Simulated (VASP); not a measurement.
An input for Quantum ESPRESSO's pw.x (written as the equivalent of a VASP run, and not itself run):

```
&CONTROL
  calculation = 'vc-relax'
  pseudo_dir = './pseudo'
  outdir = './out'
  tprnfor = .true.
  tstress = .true.
  nstep = 40
  forc_conv_thr = 0.00078
/
&SYSTEM
  ibrav = 0
  nat = 7
  ntyp = 2
  ecutwfc = 76
  occupations = 'smearing'
  smearing = 'gaussian'
  degauss = 0.003675
  input_dft = 'pbe'
/
&ELECTRONS
  conv_thr = 7.3e-08
  electron_maxstep = 100
/
&IONS
/
&CELL
  press = 100
/
ATOMIC_SPECIES
  Ca 40.078 Ca.upf
  B 10.810 B.upf
CELL_PARAMETERS angstrom
     4.0659837    0.0000000    0.0000000
     0.0000000    4.0659837    0.0000000
    -0.0000000   -0.0000000    4.0659837
ATOMIC_POSITIONS crystal
  Ca   0.0000000  0.0000000  0.0000000
  B    0.7994009  0.5000000  0.5000000
  B    0.5000000  0.2005991  0.5000000
  B    0.5000000  0.7994009  0.5000000
  B    0.2005991  0.5000000  0.5000000
  B    0.5000000  0.5000000  0.7994009
  B    0.5000000  0.5000000  0.2005991
K_POINTS automatic
  6 6 6 0 0 0
```

Problem. Translate this input to VASP (INCAR, KPOINTS, POSCAR, choice of POTCAR).

Solution. One answer among several that fit: 
INCAR:
```
SYSTEM = CaB6
PREC = Accurate
ENCUT = 620
EDIFF = 1E-6
NELM = 100
ALGO = Normal
LREAL = .FALSE.
LASPH = .TRUE.
ISMEAR = 0
SIGMA = 0.05
GGA = PE
LWAVE = .FALSE.
LCHARG = .FALSE.
IBRION = 2
ISIF = 3
NSW = 40
EDIFFG = -0.02
PSTRESS = 100
```

### KPOINTS
```
Automatic mesh
0
Gamma
6 6 6
0 0 0
```

POSCAR:
```
CaB6
1
    4.0659836804     0.0000000000     0.0000000000
    0.0000000000     4.0659836804     0.0000000000
   -0.0000000000    -0.0000000000     4.0659836804
Ca B
1 6
Direct
  0.0000000000   0.0000000000   0.0000000000
  0.7994009135   0.5000000000   0.5000000000
  0.5000000000   0.2005990865   0.5000000000
  0.5000000000   0.7994009135   0.5000000000
  0.2005990865   0.5000000000   0.5000000000
  0.5000000000   0.5000000000   0.7994009135
  0.5000000000   0.5000000000   0.2005990865
```

POTCAR, in this order: Ca_sv B (PBE.64 set). Program: vasp_std.

The two are equivalent in intent, not identical: the potentials are each code's own (VASP's PAW set, PseudoDojo norm-conserving files in pw.x), so ENCUT and ecutwfc are chosen apart and not converted; conv_thr bounds pw.x's estimated SCF error, while EDIFF bounds the energy change between steps; forc_conv_thr acts on force components and is met together with etot_conv_thr.

The compound is CaB6 in the cab6 structure. It was relaxed first under an external pressure of 10 GPa.
